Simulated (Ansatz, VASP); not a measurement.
## Ta: VASP beside Ansatz

One calculation is typed for both programs; each brings its own data sets. How far apart do they land? The cell is taken from a series of runs on this material, whose earlier steps may have relaxed, scaled, displaced or heated it; both programs get it as it stands.

Program: Ansatz 0.2.0. Level of theory: plane waves, with VASP 6.6.1 beside it; relaxation of cell and atoms at r2SCAN. Results are calculated unless marked as measured.

## (1) Set-up

Symmetry: Im-3m, No. 229, cubic system. Conventional cell: a = 3.300 Å, b = 3.300 Å, c = 3.300 Å, α = 90.00°, β = 90.00°, γ = 90.00°. Nearest to Ta lie 8 Ta at 2.86 Å.

As a file:

```xyz
1
Lattice="-1.6500 1.6500 1.6500 1.6500 -1.6500 1.6500 1.6500 1.6500 -1.6500" Properties=species:S:1:pos:R:3 pbc="T T T"
Ta    0.0000    0.0000    0.0000
```

## (2) VASP: relaxation of cell and atoms, r2SCAN

The relaxed volume is the usual yardstick between codes: in a stiff, nearly cubic crystal its relative difference is about their pressure difference at one cell divided by the bulk modulus.

Lines of VASP's logs that name or quote its potential files are left out, and so is its time.

File INCAR:

```
SYSTEM = Ta
PREC = Accurate
ENCUT = 550
EDIFF = 1E-07
NELM = 120
ISMEAR = -1
SIGMA = 0.05
LREAL = .FALSE.
ALGO = Normal
METAGGA = R2SCAN
LASPH = .TRUE.
NBANDS = 11
LORBIT = 11
LWAVE = .FALSE.
LCHARG = .FALSE.
ISIF = 3
IBRION = 2
NSW = 80
EDIFFG = -0.005
GGA_COMPAT = .FALSE.
NELMIN = 4
LMIXTAU = .TRUE.
```

File POSCAR:

```
Ta
1.0
   -1.6500000000      1.6500000000      1.6500000000
    1.6500000000     -1.6500000000      1.6500000000
    1.6500000000      1.6500000000     -1.6500000000
Ta
1
Direct
    0.0000000000      0.0000000000      0.0000000000
```

File KPOINTS:

```
Automatic mesh
0
Gamma
18 18 18
0 0 0
```

The projector-augmented-wave data sets are Ta_pv (PBE family, release 64).

On the command line:

```sh
$ mpirun -np 1 vasp_std
```

Numbers of over 12 decimals in the logs are rounded to 6 here.

The log of the run:

```text
[banner, memory and clock lines left out]
running    1 mpi-ranks, on    1 nodes
 distrk:  each k-point on    1 cores,    1 groups
 distr:  one band on    1 cores,    1 groups

 POSCAR found type information on POSCAR Ta
 POSCAR found :  1 types and       1 ions
|                                                                             |
|               ----> ADVICE to this user running VASP <----                  |
|                                                                             |
|     You enforced a specific xc type in the INCAR file but a different       |
|     [... a line on the potential file left out ...]
|     I HOPE YOU KNOW WHAT YOU ARE DOING!                                     |
|                                                                             |

 LDA part: xc-table for (None), standard interpolation
 POSCAR, INCAR and KPOINTS ok, starting setup
 FFT: planning ... GRIDC
 FFT: planning ... GRID_SOFT
 FFT: planning ... GRID
 WAVECAR not read
 entering main loop
       N       E                     dE             d eps       ncg     rms          rms(c)
DAV:   1     0.213098756607E+02    0.21310E+02   -0.66316E+03  4314   0.103E+03
DAV:   2    -0.508471409720E+02   -0.72157E+02   -0.70201E+02  4689   0.261E+02
DAV:   3    -0.518958353615E+02   -0.10487E+01   -0.10303E+01  5296   0.304E+01
DAV:   4    -0.518995876449E+02   -0.37523E-02   -0.37497E-02  4917   0.184E+00
DAV:   5    -0.518995984682E+02   -0.10823E-04   -0.10823E-04  4934   0.102E-01    0.144E+01
DAV:   6    -0.481046964232E+02    0.37949E+01   -0.12328E+00  4566   0.135E+01    0.565E+00
DAV:   7    -0.486693005496E+02   -0.56460E+00   -0.23319E-01  4470   0.532E+00    0.180E+00
DAV:   8    -0.482316710749E+02    0.43763E+00   -0.29442E-01  4365   0.605E+00    0.735E-01
DAV:   9    -0.485511196090E+02   -0.31945E+00   -0.44350E-02  4713   0.184E+00    0.370E-01
DAV:  10    -0.485822086652E+02   -0.31089E-01   -0.87074E-03  4512   0.914E-01    0.320E-01
DAV:  11    -0.485831165698E+02   -0.90790E-03   -0.34586E-03  4569   0.660E-01    0.136E-01
DAV:  12    -0.485847629378E+02   -0.16464E-02   -0.71306E-04  4440   0.332E-01    0.362E-02
DAV:  13    -0.485844002303E+02    0.36271E-03   -0.16804E-04  4413   0.141E-01    0.428E-02
DAV:  14    -0.485843999614E+02    0.26884E-06   -0.71147E-07  5057   0.863E-03    0.422E-02
DAV:  15    -0.485843972448E+02    0.27166E-05   -0.97443E-07  4731   0.114E-02    0.372E-02
DAV:  16    -0.485843913659E+02    0.58789E-05   -0.16771E-05  4617   0.471E-02    0.162E-02
DAV:  17    -0.485843887138E+02    0.26521E-05   -0.91620E-06  4761   0.343E-02    0.260E-03
DAV:  18    -0.485843899815E+02   -0.12676E-05   -0.26540E-07  4504   0.595E-03    0.245E-03
DAV:  19    -0.485843889235E+02    0.10580E-05   -0.37447E-08  2178   0.232E-03    0.174E-03
DAV:  20    -0.485843906193E+02   -0.16958E-05   -0.95414E-08  2273   0.356E-03    0.621E-04
DAV:  21    -0.485843898938E+02    0.72544E-06   -0.31913E-08  2172   0.198E-03    0.272E-04
DAV:  22    -0.485843900358E+02   -0.14195E-06   -0.36311E-09  2166   0.877E-04    0.130E-04
DAV:  23    -0.485843899347E+02    0.10108E-06   -0.61521E-10  2166   0.334E-04    0.797E-05
DAV:  24    -0.485843899924E+02   -0.57674E-07   -0.13991E-10  2163   0.154E-04
   1 F= -.48584390E+02 E0= -.48579594E+02  d E =-.485844E+02
 curvature:   0.00 expect dE= 0.000E+00 dE for cont linesearch  0.000E+00
 trial: gam= 0.00000 g(F)=  0.880E-64 g(S)=  0.417E-02 ort = 0.000E+00 (trialstep = 0.100E+01)
 search vector abs. value=  0.417E-02
 bond charge predicted
       N       E                     dE             d eps       ncg     rms          rms(c)
DAV:   1    -0.486159000690E+02   -0.31510E-01   -0.11793E+00  4344   0.137E+01    0.172E+00
DAV:   2    -0.485858139891E+02    0.30086E-01   -0.38195E-02  4467   0.213E+00    0.569E-01
DAV:   3    -0.485798796488E+02    0.59343E-02   -0.22340E-02  4464   0.157E+00    0.205E-01
DAV:   4    -0.485747392514E+02    0.51404E-02   -0.76040E-03  4422   0.948E-01    0.895E-02
DAV:   5    -0.485816146139E+02   -0.68754E-02   -0.32353E-03  4341   0.641E-01    0.197E-02
DAV:   6    -0.485815398574E+02    0.74757E-04   -0.13179E-04  4511   0.132E-01    0.126E-02
DAV:   7    -0.485816708918E+02   -0.13103E-03   -0.68015E-05  4341   0.104E-01    0.529E-03
DAV:   8    -0.485816744843E+02   -0.35926E-05   -0.27162E-06  4672   0.183E-02    0.116E-03
DAV:   9    -0.485816754386E+02   -0.95429E-06   -0.11104E-07  3062   0.466E-03    0.541E-04
DAV:  10    -0.485816756169E+02   -0.17831E-06   -0.59069E-08  2199   0.348E-03    0.105E-04
DAV:  11    -0.485816758787E+02   -0.26176E-06   -0.60561E-09  2175   0.104E-03    0.518E-05
DAV:  12    -0.485816756893E+02    0.18939E-06   -0.88237E-10  2160   0.374E-04    0.445E-05
DAV:  13    -0.485816757803E+02   -0.90982E-07   -0.17697E-10  2166   0.194E-04
   2 F= -.48581676E+02 E0= -.48576625E+02  d E =0.271421E-02
 trial-energy change:    0.002714  1 .order    0.002645   -0.004167    0.009458
 step:   0.2995(harm=  0.3059)  dis= 0.00000  next Energy=   -48.585012 (dE=-0.622E-03)
 bond charge predicted
       N       E                     dE             d eps       ncg     rms          rms(c)
DAV:   1    -0.486017961051E+02   -0.20120E-01   -0.56580E-01  4344   0.939E+00    0.121E+00
DAV:   2    -0.485870238712E+02    0.14772E-01   -0.17767E-02  4500   0.149E+00    0.403E-01
DAV:   3    -0.485841604001E+02    0.28635E-02   -0.11080E-02  4440   0.112E+00    0.153E-01
DAV:   4    -0.485815010294E+02    0.26594E-02   -0.36988E-03  4431   0.652E-01    0.653E-02
DAV:   5    -0.485849857803E+02   -0.34848E-02   -0.15346E-03  4395   0.430E-01    0.140E-02
DAV:   6    -0.485849470281E+02    0.38752E-04   -0.55535E-05  4554   0.879E-02    0.934E-03
DAV:   7    -0.485850051252E+02   -0.58097E-04   -0.19579E-05  4341   0.562E-02    0.987E-04
DAV:   8    -0.485850049487E+02    0.17650E-06   -0.48405E-07  4780   0.694E-03    0.221E-04
DAV:   9    -0.485850045265E+02    0.42213E-06   -0.17080E-08  2235   0.191E-03    0.602E-05
DAV:  10    -0.485850047942E+02   -0.26769E-06   -0.25635E-09  2166   0.592E-04    0.411E-05
DAV:  11    -0.485850046530E+02    0.14122E-06   -0.68971E-10  2166   0.384E-04    0.787E-06
DAV:  12    -0.485850046833E+02   -0.30282E-07   -0.73108E-11  2166   0.130E-04
   3 F= -.48585005E+02 E0= -.48580142E+02  d E =-.614691E-03
 curvature:  -0.15 expect dE=-0.569E-08 dE for cont linesearch -0.569E-08
 trial: gam=-0.00298 g(F)=  0.235E-63 g(S)=  0.372E-07 ort = 0.125E-04 (trialstep = 0.860E+00)
 search vector abs. value=  0.100E-09
 reached required accuracy - stopping structural energy minimisation
```

From OUTCAR (step 2):

```text
ion  position               nearest neighbor table
   1  0.000  0.000  0.000-

  LATTYP: Found a body centered cubic cell.
 ALAT       =     3.3000000000

 Subroutine GETGRP returns: Found 48 space group operations
 (whereof 48 operations were pure point group operations)

The static configuration has the point symmetry O_h .

 Found    195 irreducible k-points:

   k-points           NKPTS =    195   k-points in BZ     NKDIM =    195   number of bands    NBANDS=     11

   dimension x,y,z NGX =    24 NGY =   24 NGZ =   24
   dimension x,y,z NGXF=    48 NGYF=   48 NGZF=   48

   ENCUT  =  550.0 eV  40.42 Ry    6.36 a.u.   5.46  5.46  5.46*2*pi/ulx,y,z

   NELECT =      11.0000    total number of electrons

 k-points in reciprocal lattice and weights: Automatic mesh
   0.00000000  0.00000000  0.00000000       0.000
   0.05555556  0.00000000  0.00000000       0.002
   0.11111111  0.00000000  0.00000000       0.002
   0.16666667  0.00000000  0.00000000       0.002
   0.22222222  0.00000000  0.00000000       0.002
   0.27777778  0.00000000  0.00000000       0.002
   0.33333333  0.00000000  0.00000000       0.002
   0.38888889  0.00000000  0.00000000       0.002
   0.44444444  0.00000000  0.00000000       0.002
[...]
0.50000000  0.50000000  0.44444444       0.002
   0.50000000  0.50000000  0.50000000       0.000

 average (electrostatic) potential at core
       1 -42.1950

 E-fermi :   5.2854

 k-point     1 :       0.0000    0.0000    0.0000
  band No.  band energies     occupation
      1     -28.9574      2.00000
      2     -28.9574      2.00000
      3     -28.9574      2.00000
      4      -3.0255      2.00000
      5       6.1266      0.00000
      6       6.1266      0.00000
      7       6.1266      0.00000
      8       9.5982      0.00000
      9       9.5982      0.00000
    ...

 k-point     2 :       0.0556    0.0000    0.0000
  band No.  band energies     occupation
      1     -28.9974      2.00000
      2     -28.9696      2.00000
      3     -28.9577      2.00000
      4      -2.8818      2.00000
      5       6.0312      0.00000
      6       6.0979      0.00000
      7       6.2658      0.00000
      8       9.4410      0.00000
      9       9.5971      0.00000
    ...

 k-point     3 :       0.1111    0.0000    0.0000
  band No.  band energies     occupation
      1     -29.1113      2.00000
      2     -29.0044      2.00000
      3     -28.9583      2.00000
      4      -2.4652      2.00000
      5       5.7687      0.00013
      6       5.9792      0.00000
      7       6.6790      0.00000
      8       9.1107      0.00000
      9       9.6024      0.00000
    ...

  Total        0.0005072      0.0005072      0.0005072     -0.0000000     -0.0000000      0.0000000
  in kB        0.0448931      0.0448931      0.0448931     -0.0000000     -0.0000000      0.0000000
  external PRESSURE =       0.0448931 kB  Pullay stress =       0.0000000 kB

  energy-cutoff  :      550.00
  volume of cell :       18.10
      direct lattice vectors                 reciprocal lattice vectors
    -1.654045162  1.654045162  1.654045162     0.000000000  0.302289207  0.302289207
     1.654045162 -1.654045162  1.654045162     0.302289207  0.000000000  0.302289207
     1.654045162  1.654045162 -1.654045162     0.302289207  0.302289207  0.000000000

 POSITION                                       TOTAL-FORCE (eV/Angst)
 -----------------------------------------------------------------------------------
     -0.00000      0.00000      0.00000        -0.000000      0.000000      0.000000
 -----------------------------------------------------------------------------------
    total drift:                                0.000000      0.000000     -0.000000

  FREE ENERGIE OF THE ION-ELECTRON SYSTEM (eV)
  ---------------------------------------------------
  free  energy   TOTEN  =       -48.5850046833 eV

  energy  without entropy=      -48.5752789579  energy(sigma->0) =      -48.58014182

 reached required accuracy - stopping structural energy minimisation

 total charge
# of ion       s       p       d       tot
------------------------------------------
    1        0.381   6.181   2.374   8.935

[... 3 further parts left out ...]
```

CONTCAR:

```
Ta
   1.00000000000000
    -1.6540451622045405    1.6540451622045405    1.6540451622045405
     1.6540451622045405   -1.6540451622045405    1.6540451622045405
     1.6540451622045405    1.6540451622045405   -1.6540451622045405
  Ta
     1
Direct
     0.0000000000000000    0.0000000000000000    0.0000000000000000
```

The run keeps the 48 symmetry operations of its start, so it cannot find a distortion of lower symmetry.

## (3) Ansatz: relaxation of cell and atoms, r2SCAN

Ansatz runs on its PAW soft_1 files.

The same cell, functional, mesh and smearing now go to Ansatz.

File input.yaml:

```yaml
crystal:
  lattice:
    - [-1.65, 1.65, 1.65]
    - [1.65, -1.65, 1.65]
    - [1.65, 1.65, -1.65]
  atoms:
    - { symbol: Ta, position: [0.0, 0.0, 0.0] }
kpoints:
  mp_grid: { grid: [18, 18, 18] }
scf:
  occupations: { method: fermi_dirac, width: 0.05 }
hamiltonian:
  xc: r2scan
  pseudopotentials: { kind: paw, azcp: { folder: soft_1 } }
basis:
  ecutwfc: 600
output:
  forces: true
  stress: true
relax:
  f_tol: 0.005
  max_steps: 70
  cell: { stress_tol: 0.02, p_target: 0 }
```

On the command line:

```sh
$ ansatz run input.yaml --threads 4 --pin off --max-ram 10240MiB --backend cpu --events-out ev --progress --plain --runs-dir out
```

The log of the run:

```text
Engine: ansatz 0.2.0, aarch64-unknown-linux-gnu
Pseudopotentials: kind: paw
Pseudopotential: Ta, paw, valence charge 13, recommended cutoff 500 eV (meta_gga), soft_1/Ta.paw.azcp
Functional definition: r2SCAN
  parameter k0 = 0.174
  parameter k1 = 0.065
  parameter a1 = 4.9479
  exchange = r2scan_x(k0 = k0, k1 = k1, a1 = a1)
  correlation = r2scan_c
Crystal: 1 atoms, lattice volume = 17.968 Å³
Basis set: ecut = 600 eV, 603 PW (Γ), exchange–correlation on 96×96×96 points (64 copies of the dense FFT grid, shifted against one another)
Bands: 11, of which v1, the nominal top of the filled ones, is band 7 counted from 1 (6 counted from 0)
Symmetry: 48 space group operations
Space group: Im-3m (ITA 229), of the structure as read, at distance tolerance 2.6e-5 Å
k-points: 195 of 5832
Non-local potential: Ta, projectors of the file, l = 0: 3, l = 1: 2, l = 2: 2, l = 3: 1
PAW form: soft (Blöchl's): semilocal exchange-correlation on the pseudo side does not see the compensation charge
PAW frozen core: Ta, regenerated for the run's functional (the file was generated under x = pbe(κ = 0.804, μ = 0.219515), c = pbe(β = 0.066725))
PAW one-centre angular grid: Ta, 590 points (default); XC on 160 Gauss nodes
Initial density: superposition of atomic densities (chi_scale 0.1, normalization cell)
Initial wavefunctions: pseudopotential atomic-orbital guess
Functional: x = r2scan, c = r2scan; τ floored in thin density (d = 2e-4 eV/Å³)
iter 1 solved again at ethr=2.20e-3 eV; its pass at ethr=3.10e-3 eV (dr2=2.86e-1 eV) is discarded
SCF iter   1: F=—  HF=-9945.178293 eV  |F-HF|=—  |Δ(HF+E_count)|=         —  Δρ=4.02e-2  dr2=2.86e-1  dr2_τ=1.54e-2  ethr=2.20e-3  ⟨swp⟩=1.0  Hψ=15137  notcnv=0
preconditioner: auto → none  [metal: Δε(μ)=0.012 eV  Ē_g=8.938 eV  σ=0.050 eV  W_gap=0.06  n_scr=0 (ndim 8)  ℏωp=19.6 eV  f_vac=0.000  D(μ)=1.16/eV (n_scr^D=12)]
SCF iter   2: F=—  HF=-9945.168350 eV  |F-HF|=—  |Δ(HF+E_count)|=   9.94e-3  Δρ=1.77e-2  dr2=2.96e-2  dr2_τ=1.05e-2  ethr=2.20e-3  ⟨swp⟩=2.1  Hψ=3914  notcnv=0
SCF iter   3: F=—  HF=-9945.177826 eV  |F-HF|=—  |Δ(HF+E_count)|=   9.48e-3  Δρ=5.15e-3  dr2=1.59e-3  dr2_τ=2.68e-4  ethr=2.27e-4  ⟨swp⟩=3.0  Hψ=4110  notcnv=0
SCF iter   4: F=—  HF=-9945.179392 eV  |F-HF|=—  |Δ(HF+E_count)|=   1.57e-3  Δρ=3.77e-4  dr2=8.16e-6  dr2_τ=9.66e-7  ethr=1.23e-5  ⟨swp⟩=3.0  Hψ=3567  notcnv=0
SCF iter   5: F=—  HF=-9945.179408 eV  |F-HF|=—  |Δ(HF+E_count)|=   1.62e-5  Δρ=3.82e-5  dr2=1.36e-7  dr2_τ=1.74e-8  ethr=6.28e-8  ⟨swp⟩=2.0  Hψ=3210  notcnv=0
SCF iter   6: F=-9945.179408 eV  HF=-9945.179408 eV  |F-HF|=1.54e-9  |Δ(HF+E_count)|=   1.23e-8  Δρ=4.04e-6  dr2=1.06e-9  dr2_τ=1.04e-10  ethr=7.69e-10  ⟨swp⟩=4.0  Hψ=6010  notcnv=0
SCF 1 converged in 6 iterations: F = -9945.179408 eV  dr2 = 1.06e-9
  greatest PAW one-centre occupation: 0.999 electrons in one spin orbital (limit 2), on the Ta atom at site 0 (counted from 0), in its partial waves of l = 0
relax step   1: F+E_penalty+E_count = -9945.17940784 eV  Δ(F+E_penalty+E_count) = +0.000e0 eV  max|allowed force component| = 0.000e0 eV/Å  Δτ_max = 0.0000 Å  P = +0.931 GPa  Ω = 17.968 Å³  (6 SCF iters, dr2 threshold 1.00e-7 eV, accepted)
[...]
relax step   2: F+E_penalty+E_count = -9945.17745610 eV  Δ(F+E_penalty+E_count) = +1.952e-3 eV  max|allowed force component| = 0.000e0 eV/Å  Δτ_max = 0.0000 Å  P = -2.675 GPa  Ω = 18.298 Å³  energy of the carried Pulay correction = -1.040e-4 eV  (4 SCF iters, dr2 threshold 1.00e-7 eV, rejected (line search))
[...]
relax step   3: F+E_penalty+E_count = -9945.17961996 eV  Δ(F+E_penalty+E_count) = -2.121e-4 eV  max|allowed force component| = 0.000e0 eV/Å  Δτ_max = 0.0000 Å  P = -0.017 GPa  Ω = 18.053 Å³  energy of the carried Pulay correction = -2.680e-5 eV  (8 SCF iters, accepted)
[...]
relax step   4: F+E_penalty+E_count = -9945.17964522 eV  Δ(F+E_penalty+E_count) = -2.526e-5 eV  max|allowed force component| = 0.000e0 eV/Å  Δτ_max = 0.0000 Å  P = -0.017 GPa  Ω = 18.053 Å³  stress off target by 1.69e-2 GPa  SCF on the basis re-selected at this cell (its energy is not comparable with the rows above)  (5 SCF iters)
basis re-selected at this cell: Δ(F+E_penalty+E_count) = -2.526e-5 eV, ΔP = -0.000 GPa vs the last step (what re-selecting the basis moved, of the pressure what is left beyond the Pulay correction that the steps carried, after the strain that the cell walked since its last selection, with what the two solves' SCF thresholds leave and, on support functions, any second-order correction that the steps lacked; it is no measure of the basis error at this ecutwfc). This SCF's stress stands 1.69e-2 GPa from its target on what of the cell is left free (relax.cell.stress_tol is 2.00e-2 GPa) and its largest allowed force component is 0.00e0 eV/Å (relax.f_tol is 5.00e-3 eV/Å): [rest of the remark cut]
SCF converged after 5 iterations
Free energy (F): -9945.179645 eV
Harris-Foulkes:  -9945.179645 eV  (|F-HF|=1.09e-11)
Internal energy: -9945.169969 eV  (E = F + TS)
E sigma→0 (E₀):  -9945.174807 eV
Entropy (-TS):   -0.009677 eV (-9.677 meV/atom)
Fermi energy:    18.299637 eV
--- Per-component energies (eV) ---
  E_band       = -118.683802
  E_kinetic    = 394.266034
  E_local      = -549.168549  (includes V_loc(G=0)·N_el)
  E_nonlocal   = -10.431257
  E_hartree    = 198.874961
  E_xc         = -305.396056
  E_vxc        = -259.789785  (∫ρ·V_xc dr)
  E_paw        = -8332.791737  (= ΣΔE_a)
  E_vpaw       = -104.329255  (= ΣTr[D̂ρ^β])
  E_aug_tail   = 0.000022  (compensation charges beyond the density's cutoff)
  E_vtau       = 13.019062  (kinetic-family band-sum trace: ∫τ·v_τ [+ j·A + Jᵃ·Aᵃ] dr)
  E_ewald      = -1339.766849
  E_core_change = -0.756538  (= ΣΔE_core)
  E_smearing   = -0.009677  (= −TS)
  E_closure    = 0.000000  (closes the sum)
  Σ components = -9945.179645   (vs F -9945.179645, Δ=0.00e0)
--- Forces (eV/Å), atoms counted from 1 ---
  atom   1  Ta    -0.00000000     0.00000000     0.00000000
  max |Σ_I F_I| component: 2.67e-32 eV/Å
--- Stress (GPa, compression-positive) ---
       -0.016926       0.000000       0.000000
       -0.000000      -0.016926      -0.000000
       -0.000000      -0.000000      -0.016926
  P = ⅓ Tr σ = -0.0169 GPa (-0.169 kbar)
--- Relaxed structure (3 steps of the walk, 2 accepted, 1 SCFs on fresh bases) ---
  F+E_penalty+E_count = -9945.17964522 eV   max|allowed force component| = 0.000e0 eV/Å   (the final SCF, on the basis selected at the relaxed cell)
  cell:  # Å, volume = 18.0525 Å³
    - [-1.652567, 1.652567, 1.652567]
    - [1.652567, -1.652567, 1.652567]
    - [1.652567, 1.652567, -1.652567]
  atoms:
    - { symbol: Ta, position: [0.0, 0.0, 0.0] }
```

The column dr2 measures how far the density is from self-consistency, as an energy; F and HF (Harris–Foulkes) agree once it is small.

## (4) Side by side

Known differences besides the potentials themselves: VASP keeps PBE cores, Ansatz makes them for the functional; the data sets hold 13 valence electrons in Ansatz (on its PAW soft_1 files) and 11 in VASP; the cutoff is 600 eV in Ansatz and 550 eV in VASP; Ansatz adds a Pulay correction to the stress that steers its cell, VASP none. Total energies have different zeros and are not compared.

The two programs side by side:

| quantity | Ansatz | VASP | difference |
| --- | --- | --- | --- |
| volume (Å³) | 18.05 | 18.10 | -0.27 % |
| edge a after relaxation, in the typed setting (Å) | 2.862 | 2.865 | -0.09 % |

## (5) Outcome

```
difference in volume (relaxation of cell and atoms, r2SCAN) : -0.27 %
```

**Reading.** The difference in volume is -0.27 % (relaxation of cell and atoms, r2SCAN), within the 1.2 % picked in this series as the mark of a large difference, as far as the stopping tolerances let one tell. The data sets hold unlike numbers of valence electrons (13 in Ansatz and 11 in VASP), so part of the differences comes from the potentials. How closely two codes agree says nothing of how well the functional describes the real material.

[Lines on the potential files, build, host, timing and source positions are cut from VASP's logs without a mark.]

[Logs are printed without paths, hosts, clocks, repeated set-up lines and the standing remarks that a program may print on its own settings, such as how far it seeks lower states.]

[Hosts, paths, dates, database ids (printed as entryN), source tags and the programs' standing remarks are cut or masked in the printed files.]
